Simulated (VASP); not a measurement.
The system is ZrC.

```
CELL_PARAMETERS angstrom
0.00000 2.36500 2.36500
2.36500 0.00000 2.36500
2.36500 2.36500 0.00000
ATOMIC_POSITIONS crystal
Zr 0.50000 0.50000 0.50000
C 0.00000 0.00000 0.00000
```

Base run:

```yaml
Program: VASP 6.6.1
Functional: PBE
Potentials_or_basis: VASP PAW PBE potentials, release 64 (Zr_sv, C)
Cutoff: 520 eV
k_mesh: 12 × 12 × 12
Occupations: gaussian, width 0.1 eV
Spin: no spin polarisation
```

Its results: band gap on the k mesh none (metal or under the smearing width); pressure -2.6 GPa.

Q: The run is repeated on the same cell with these changes: k mesh from 12 × 12 × 12 to 4 × 4 × 4. What comes out?

A: Band gap on the k mesh none (metal or under the smearing width); pressure -3.5 GPa.

Caveats: some runs use coarse meshes.
